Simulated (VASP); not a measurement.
# TaTeI (P-6m2) in VASP: further runs, part 2 of 2

VASP 6.6.1. The steps go on from the part before.

## (3) Relaxation of cell and atoms, TPSS

INCAR

```
PREC     = Accurate       # precision mode
ENCUT    = 600            # plane-wave cutoff, eV
EDIFF    = 1E-6           # SCF threshold, eV
ISMEAR   = 0              # smearing method
SIGMA    = 0.05           # smearing width, eV
LREAL    = F              # projectors in reciprocal space
LASPH    = T              # aspherical terms in the spheres
NELM     = 60             # most SCF steps
ALGO     = Normal         # electronic algorithm
ISIF     = 3              # what is computed and relaxed
LWAVE    = F              # write WAVECAR
LCHARG   = F              # write CHGCAR
METAGGA  = TPSS           # meta-GGA
LMIXTAU  = T            
IBRION   = 2              # ionic algorithm
NSW      = 40             # ionic steps
EDIFFG   = -0.01          # ionic threshold
```

KPOINTS

```
Automatic mesh
0
Gamma
  6 6 7
```

POSCAR

```
TaTeI
1.0
    5.2083063800      0.0000000000      0.0000000000
   -2.6041531900      4.5105256300      0.0000000000
    0.0000000000      0.0000000000      4.1767804500
Ta Te I
1 1 1
Direct
    0.0000000000      0.0000000000      0.5000000000
    0.6666666700      0.3333333300      0.0000000000
    0.3333333300      0.6666666700      0.5000000000
```

Potentials or basis: VASP PAW PBE potentials, release 64 (Ta_pv, Te, I).

On the command line:

```console
$ cat potpaw_PBE.64/Ta_pv/POTCAR potpaw_PBE.64/Te/POTCAR potpaw_PBE.64/I/POTCAR > POTCAR
$ mpirun -np 1 vasp_std > vasp.out
```

OUTCAR:

```text
PREC = Accurate
   ENCUT = 600
   EDIFF = 1E-6
   ISMEAR = 0
   LREAL = F
   LASPH = T
   NELM = 60
   ISIF = 3
   METAGGA = TPSS
   IBRION = 2
   NSW = 40
   EDIFFG = -0.01

 ion  position               nearest neighbor table
   1  0.000  0.000  0.500-   3 3.01   3 3.01   3 3.01
   2  0.667  0.333  0.000-
   3  0.333  0.667  0.500-   1 3.01   1 3.01   1 3.01

  LATTYP: Found a hexagonal cell.
 ALAT       =     5.2083063800
 C/A-ratio  =     0.8019459965

  Lattice vectors:

 A1 = (   5.2083063800,   0.0000000000,   0.0000000000)
 A2 = (  -2.6041531900,   4.5105256300,   0.0000000000)
 A3 = (   0.0000000000,   0.0000000000,   4.1767804500)

Analysis of symmetry for initial positions (statically):
=====================================================================
 Subroutine PRICEL returns:
 Original cell was already a primitive cell.

 Routine SETGRP: Setting up the symmetry group for a
 hexagonal supercell.

 Subroutine GETGRP returns: Found 12 space group operations
 (whereof 12 operations were pure point group operations)
 out of a pool of 24 trial point group operations.

The static configuration has the point symmetry D_3h.

Analysis of symmetry for dynamics (positions and initial velocities):
[... 162 lines left out ...]
  free energy    TOTEN  =       -30.63203205 eV

  energy without entropy =      -30.62108158  energy(sigma->0) =      -30.62655682

 E-fermi :   5.2685     XC(G=0):  -9.6911

 val. band max:        5.2572750028   @ k =   0.1667   0.0000   0.2857
 cond. band min:       5.2829056995   @ k =   0.3333   0.0000   0.2857
 fundamental gap:      0.0256306967
 Fermi energy:         5.2684961830

 k-point     1 :       0.0000    0.0000    0.0000
  band No.  band energies     occupation
      1     -31.0963      2.00000
      2     -31.0963      2.00000
      3     -31.0330      2.00000
      4      -9.3464      2.00000
      5      -5.4844      2.00000
      6      -0.0280      2.00000
[... 551 lines left out ...]
  FREE ENERGIE OF THE ION-ELECTRON SYSTEM (eV)
  ---------------------------------------------------
  free  energy   TOTEN  =       -31.5600391614 eV

  energy  without entropy=      -31.5521908319  energy(sigma->0) =      -31.55611500

[... ionic steps 4 to 10 ...]

--------------------------------------- Ionic step       11  -------------------------------------------

 number of electron      23.9999998 magnetization

------------------------ aborting loop because EDIFF is reached ----------------------------------------
[... 69 lines left out ...]
--------------------------------------- Ionic step       13  -------------------------------------------

 number of electron      23.9999998 magnetization

 Free energy of the ion-electron system (eV)
  ---------------------------------------------------
  ext. energy  EPLUGINS =         0.00000000
  ---------------------------------------------------
  free energy    TOTEN  =       -31.83304621 eV

  energy without entropy =      -31.82694747  energy(sigma->0) =      -31.82999684

 E-fermi :   8.7350     XC(G=0): -11.0860

 val. band max:        8.7333119356   @ k =   0.3333   0.0000   0.4286
 cond. band min:       8.7497196978   @ k =   0.3333   0.0000   0.4286
 fundamental gap:      0.0164077622
 Fermi energy:         8.7350195000

 k-point     1 :       0.0000    0.0000    0.0000
  band No.  band energies     occupation
      1     -27.1917      2.00000
      2     -27.1917      2.00000
      3     -26.9421      2.00000
      4      -7.3728      2.00000
      5      -2.6320      2.00000
      6       1.9360      2.00000
[... 477 lines left out ...]
  FREE ENERGIE OF THE ION-ELECTRON SYSTEM (eV)
  ---------------------------------------------------
  free  energy   TOTEN  =       -31.8330462076 eV

  energy  without entropy=      -31.8269474692  energy(sigma->0) =      -31.82999684

 reached required accuracy - stopping structural energy minimisation
```

OSZICAR:

```text
N       E                     dE             d eps       ncg     rms          rms(c)
DAV:   1     0.141326498045E+03    0.14133E+03   -0.12814E+04   904   0.160E+03
DAV:   2    -0.252803639799E+02   -0.16661E+03   -0.16551E+03  1192   0.337E+02
DAV:   3    -0.349097662035E+02   -0.96294E+01   -0.94436E+01  1296   0.760E+01
[... 143 lines left out ...]
DAV:   1    -0.318345558536E+02   -0.15741E-02   -0.45626E-02   912   0.141E+00    0.245E-01
DAV:   2    -0.318330408283E+02    0.15150E-02   -0.69975E-03  1232   0.343E-01    0.726E-02
DAV:   3    -0.318330666248E+02   -0.25796E-04   -0.56558E-04  1160   0.131E-01    0.493E-02
DAV:   4    -0.318330511774E+02    0.15447E-04   -0.10679E-04  1096   0.562E-02    0.290E-02
DAV:   5    -0.318330460725E+02    0.51049E-05   -0.23076E-05  1000   0.299E-02    0.955E-03
DAV:   6    -0.318330462076E+02   -0.13511E-06   -0.45488E-06  1032   0.143E-02
  13 F= -.31833046E+02 E0= -.31829997E+02  d E =-.360945E-03
```

CONTCAR:

```text
TaTeI
   1.00000000000000
     4.9580041737414353    0.0000000000000000    0.0000000000000000
    -2.4790020868707177    4.2937575617139210    0.0000000000000000
     0.0000000000000000   -0.0000000000000000    3.4039476601567915
  Ta              Te              I
     1     1     1
Direct
     0.0000000000000000    0.0000000000000000    0.5000000000000000
     0.6666666699999979    0.3333333300000021    0.0000000000000000
     0.3333333300000021    0.6666666699999979    0.5000000000000000

  0.00000000E+00  0.00000000E+00  0.00000000E+00
  0.00000000E+00  0.00000000E+00  0.00000000E+00
  0.00000000E+00  0.00000000E+00  0.00000000E+00
```

It took 17 min on 1 thread of Intel Xeon 6975P-C (Granite Rapids), shared host; peak memory 0.32 GiB.

What came out:

```yaml
Free_energy: -31.8330 eV
Relaxed_volume: 24.15 Å³/atom
Relaxed_cell: a = 4.958 Å, b = 4.958 Å, c = 3.404 Å, α = 90.00°, β = 90.00°, γ = 120.00°
Space_group_after_relaxing_to_0.05_Å: P-6m2 (No. 187)
Energy_gained_by_relaxing: 400.3 meV/atom
Ionic_steps: 13
Pressure_after_relaxing: 0.0 GPa
Band_gap_on_the_k_mesh: none (metal or under the smearing width)
```

The path:
```csv
step,energy change (eV),largest force (eV/Å),pressure (GPa),volume (Å³)
1,0.0000,0.0000,-10.85,98.12
2,-0.7606,0.0000,8.66,69.92
3,-0.9280,0.0000,-0.04,76.61
4,-1.1077,0.0000,0.11,74.37
5,-0.7930,0.0000,7.67,66.54
6,-1.1815,0.0000,0.53,72.68
7,-1.1970,0.0000,1.06,71.65
8,-1.1969,0.0000,1.14,71.54
9,-1.1963,0.0000,-1.25,73.63
10,-1.2007,0.0000,-0.04,72.53
11,-1.2007,0.0000,-0.06,72.55
12,-1.2010,0.0000,-0.05,72.51
13,-1.2010,0.0000,-0.02,72.46
```

Final structure:
```
CELL_PARAMETERS angstrom
4.95800 0.00000 0.00000
-2.47900 4.29376 0.00000
0.00000 0.00000 3.40395
ATOMIC_POSITIONS crystal
Ta 0.00000 0.00000 0.50000
Te 0.66667 0.33333 0.00000
I 0.33333 0.66667 0.50000
```

Levels at points of the mesh, in eV from the Fermi level:
```
           k point  band 10  band 11  band 12  band 13  band 14  band 15
(0.00, 0.00, 0.00)    -2.49    -2.48     0.81     0.87     0.87     1.73
(0.50, 0.00, 0.00)    -2.38    -0.53     0.09     0.11     0.78     2.64
```

Caveat: the volume moved by over 15 % at a fixed basis, so the end points are rough; the PAW data sets were made with another functional, which shifts forces and pressure a little.

## (4) Relaxation of cell and atoms, r2SCAN+D3(BJ)

INCAR

```
SYSTEM = TaTeI
PREC = Accurate ; ENCUT = 600
EDIFF = 1E-7 ; ISMEAR = 0
SIGMA = 0.05 ; LREAL = .False.
LASPH = .True. ; NELM = 60
ALGO = Normal ; ISIF = 3
LWAVE = .False. ; LCHARG = .False.
METAGGA = R2SCAN ; LMIXTAU = .True.
IVDW = 12 ; VDW_S6 = 1.0
VDW_S8 = 0.78981345 ; VDW_A1 = 0.49484001
VDW_A2 = 5.73083694 ; IBRION = 2
NSW = 60 ; EDIFFG = -0.01
```

KPOINTS

```
regular mesh
0
Gamma
  6 6 7
  0 0 0
```

POSCAR is that of step 3.

On the command line:

```console
$ cat potpaw_PBE.64/Ta_pv/POTCAR potpaw_PBE.64/Te/POTCAR potpaw_PBE.64/I/POTCAR > POTCAR
$ mpirun -np 1 vasp_std > vasp.out
```

Run time: 17 min. Hardware: 1 thread of Intel Xeon 6975P-C (Granite Rapids), shared host; peak memory 0.33 GiB.

The run converged. Its results:

| Item | Value |
| --- | --- |
| Free energy | -96.9185 eV |
| Relaxed volume | 24.21 Å³/atom |
| Relaxed cell | a = 4.894 Å, b = 4.894 Å, c = 3.502 Å, α = 90.00°, β = 90.00°, γ = 120.00° |
| Space group after relaxing (to 0.05 Å) | P-6m2 (No. 187) |
| Energy gained by relaxing | 409.4 meV/atom |
| Ionic steps | 11 |
| Pressure after relaxing | 0.0 GPa |
| Band gap on the k mesh | none (metal or under the smearing width) |
| Dispersion energy per atom | -0.257 eV |

The path:
```tsv
step	energy change (eV)	largest force (eV/Å)	pressure (GPa)	volume (Å³)
1	0.0000	0.0000	-11.38	98.12
2	-0.7897	0.0000	10.25	68.69
3	-1.0098	0.0000	-0.25	76.12
4	-1.1551	0.0000	-0.08	74.22
5	-1.0053	0.0000	4.84	67.63
6	-1.2274	0.0000	0.51	72.23
7	-1.2273	0.0000	0.54	72.15
8	-1.2269	0.0000	-0.61	73.10
9	-1.2280	0.0000	0.03	72.57
10	-1.2280	0.0000	0.03	72.57
11	-1.2281	0.0000	-0.01	72.63
```

Final structure:
```xyz
3
Lattice="4.8935 0.0000 0.0000 -2.4468 4.2379 0.0000 0.0000 0.0000 3.5023" Properties=species:S:1:pos:R:3 pbc="T T T"
Ta    0.0000    0.0000    1.7511
Te    2.4468    1.4126    3.5023
I     0.0000    2.8253    1.7511
```

Levels at points of the mesh, in eV from the Fermi level:
| k point | band 9 | band 10 | band 11 | band 12 | band 13 | band 14 | band 15 | band 16 |
| --- | --- | --- | --- | --- | --- | --- | --- | --- |
| (0.00, 0.00, 0.00) | -2.86 | -2.86 | -2.55 | 0.75 | 0.75 | 0.95 | 1.35 | 2.48 |
| (0.50, 0.00, 0.00) | -3.09 | -2.77 | -0.45 | -0.36 | 0.12 | 0.61 | 2.61 | 2.80 |

Caveat: the volume moved by over 15 % at a fixed basis, so the end points are rough; the PAW data sets were made with another functional, which shifts forces and pressure a little; pairwise dispersion overbinds metals, which lowers pressure and volume. The run has no spin-orbit coupling, so splittings on I, Ta, Te are missing.

## (5) Single point, r2SCAN

INCAR

```
SYSTEM = TaTeI
ALGO = Normal ; EDIFF = 1E-6
ENCUT = 520 ; ISIF = 2
ISMEAR = -1 ; LASPH = .True.
LCHARG = .True. ; LELF = .True.
LMIXTAU = .True. ; LREAL = .False.
LVHAR = .True. ; LWAVE = .False.
METAGGA = R2SCAN ; NBANDS = 19
NELM = 80 ; PREC = Accurate
SIGMA = 0.05
```

KPOINTS

```
k-points
0
Gamma
  6 6 7
  0 0 0
```

POSCAR is that of step 4.

Potentials or basis: VASP PAW PBE potentials, release 64 (Ta_pv, Te, I).

On the command line:

```console
$ cat potpaw_PBE.64/Ta_pv/POTCAR potpaw_PBE.64/Te/POTCAR potpaw_PBE.64/I/POTCAR > POTCAR
$ mpirun -np 1 vasp_std > vasp.out
```

OUTCAR:

```text
SYSTEM = TaTeI
   EDIFF = 1E-6
   ENCUT = 520
   ISIF = 2
   ISMEAR = -1
   LASPH = .True.
   LREAL = .False.
   METAGGA = R2SCAN
   NELM = 80
   PREC = Accurate

 ion  position               nearest neighbor table
   1  0.000  0.000  0.500-   3 3.01   3 3.01   3 3.01
   2  0.667  0.333  0.000-
   3  0.333  0.667  0.500-   1 3.01   1 3.01   1 3.01

  LATTYP: Found a hexagonal cell.
 ALAT       =     5.2083063800
 C/A-ratio  =     0.8019459965

  Lattice vectors:

 A1 = (   5.2083063800,   0.0000000000,   0.0000000000)
 A2 = (  -2.6041531900,   4.5105256300,   0.0000000000)
 A3 = (   0.0000000000,   0.0000000000,   4.1767804500)

Analysis of symmetry for initial positions (statically):
=====================================================================
 Subroutine PRICEL returns:
 Original cell was already a primitive cell.

 Routine SETGRP: Setting up the symmetry group for a
 hexagonal supercell.

 Subroutine GETGRP returns: Found 12 space group operations
 (whereof 12 operations were pure point group operations)
 out of a pool of 24 trial point group operations.

The static configuration has the point symmetry D_3h.

Analysis of symmetry for dynamics (positions and initial velocities):
=====================================================================
 Subroutine PRICEL returns:
 Original cell was already a primitive cell.

 Routine SETGRP: Setting up the symmetry group for a
 hexagonal supercell.

 Subroutine GETGRP returns: Found 12 space group operations
 (whereof 12 operations were pure point group operations)
 out of a pool of 24 trial point group operations.

The dynamic configuration has the point symmetry D_3h.

 Subroutine INISYM returns: Found 12 space group operations
 (whereof 12 operations are pure point group operations),
 and found     1 'primitive' translations

[... 107 lines left out ...]
   NELECT =      24.0000    total number of electrons
   NUPDOWN=      -1.0000    fix difference up-down
   EMIN   =  10.00;   EMAX   =-10.00  energy-range for DOS
   EFERMI =   0.00;   METHOD = LEGACY
   ISMEAR =    -1;   SIGMA  =   0.05  broadening in eV -4-tet -1-fermi 0-gaus
   EFERMI_NEDOS =   21; number of points for ismear=-14 and -15
   IALGO  =     38    algorithm
   IMIX   =      4    mixing-type and parameters
     AMIX     =   0.40;   BMIX     =  1.00
     AMIX_MAG =   1.60;   BMIX_MAG =  1.00
  volume/ion in A,a.u.               =      32.71       220.72
  Fermi-wavevector in a.u.,A,eV,Ry     =   1.023820  1.934739 14.261718  1.048207
  Thomas-Fermi vector in A             =   2.157574
   LORBIT       =      0    0 simple, 1 ext, 2 COOP (PROOUT), +10 PAW based schemes
   METAGGA = R2SCAN    functional components
   LHFCALC =     F    Hartree Fock is set to
   AEXX    =    0.0000 exact exchange contribution
   IVDW    =     0    specifies the selected vdW correction
   LEPSILON=     F    determine dielectric tensor
   LRPA    =     F    only Hartree local field effects (RPA)
 non-spin polarized calculation
  energy-cutoff  :      520.00
  volume of cell :       98.12
 maximum number of plane-waves:      2667
 NGX is ok and might be reduce to    40
   NGX = 19   NGY = 19   NGZ = 15

 number of electron      23.9999997 magnetization

 Free energy of the ion-electron system (eV)
  ---------------------------------------------------
  ext. energy  EPLUGINS =         0.00000000
  ---------------------------------------------------
  free energy    TOTEN  =       -95.14460755 eV

  energy without entropy =      -95.09701937  energy(sigma->0) =      -95.12081346

 E-fermi :   5.3078     XC(G=0):  -9.9567

 val. band max:        5.2801586340   @ k =   0.1667   0.0000   0.2857
 cond. band min:       5.3099673928   @ k =   0.3333   0.3333   0.2857
 fundamental gap:      0.0298087588
 Fermi energy:         5.3078008556

 k-point     1 :       0.0000    0.0000    0.0000
  band No.  band energies     occupation
      1     -32.1349      2.00000
      2     -32.1349      2.00000
      3     -32.0874      2.00000
      4      -9.7974      2.00000
      5      -5.7732      2.00000
      6      -0.2639      2.00000
[... 505 lines left out ...]
      6      -0.8352      2.00000
[... 11 lines left out ...]
     18       8.5916      0.00000
     19      11.1982      0.00000

 [... further k-points ...]
[... 5 lines left out ...]
  --------------------------------------------------------------------------------------
  -------------------------------------------------------------------------------------
  Total       -6.6123045     -6.6123045     -6.0218731      0.0000000      0.0000000      0.0000000
  in kB     -107.9687573   -107.9687570    -98.3279204      0.0000000      0.0000000      0.0000000
  external PRESSURE =    -104.7551449 kB  Pullay stress =       0.0000000 kB

 VOLUME and BASIS-vectors are now :
 -----------------------------------------------------------------------------
  energy-cutoff  :      520.00
  volume of cell :       98.12
      direct lattice vectors                 reciprocal lattice vectors
     5.208306380  0.000000000  0.000000000     0.192000994  0.110851825  0.000000000
    -2.604153190  4.510525630  0.000000000     0.000000000  0.221703651  0.000000000
     0.000000000  0.000000000  4.176780450     0.000000000  0.000000000  0.239418857

 POSITION                                       TOTAL-FORCE (eV/Angst)
 -----------------------------------------------------------------------------------
      0.00000      0.00000      2.08839        -0.000000      0.000000      0.000000
      2.60415      1.50351      0.00000        -0.000000     -0.000000      0.000000
     -0.00000      3.00702      2.08839         0.000000     -0.000000      0.000000
 -----------------------------------------------------------------------------------
    total drift:                                0.000005     -0.000003      0.000000

  FREE ENERGIE OF THE ION-ELECTRON SYSTEM (eV)
  ---------------------------------------------------
  free  energy   TOTEN  =       -95.1446075471 eV

  energy  without entropy=      -95.0970193671  energy(sigma->0) =      -95.12081346
```

Wall time 1.8 min (1 thread of Intel Xeon 6975P-C (Granite Rapids), shared host); peak memory 0.26 GiB.

What came out:

```yaml
Free_energy: -95.1446 eV
Pressure: -10.5 GPa
Band_gap_on_the_k_mesh: none (metal or under the smearing width)
```

Stress tensor (GPa, compression positive):
```
-10.80   0.00   0.00
  0.00 -10.80   0.00
  0.00   0.00  -9.83
```

Caveat: the PAW data sets were made with another functional, which shifts forces and pressure a little.

## (6) Summary

| task | level | cell | cutoff (eV) | smearing | gap on the mesh (eV) | pressure (GPa) | relaxed volume (Å³/atom) |
| --- | --- | --- | --- | --- | --- | --- | --- |
| relaxation of cell and atoms | r2SCAN | relaxed | 600 | gaussian 0.05 eV | none | 0.0 | 24.75 |
| relaxation of cell and atoms | TPSS | relaxed | 600 | gaussian 0.05 eV | none | 0.0 | 24.15 |
| relaxation of cell and atoms | r2SCAN+D3(BJ) | relaxed | 600 | gaussian 0.05 eV | none | 0.0 | 24.21 |
| single point | r2SCAN | as given | 520 | fermi-dirac 0.05 eV | none | -10.5 | - |

Alike in all rows: potentials or basis VASP PAW PBE potentials, release 64 (Ta_pv, Te, I); no spin polarisation; k mesh 6 × 6 × 7.

Caveats: the PAW data sets were made with another functional, which shifts forces and pressure a little; the volume moved by over 15 % at a fixed basis, so the end points are rough (some runs); pairwise dispersion overbinds metals, which lowers pressure and volume (some runs).

Total energies depend on the potentials used, so only differences within one code and one set of settings carry meaning.
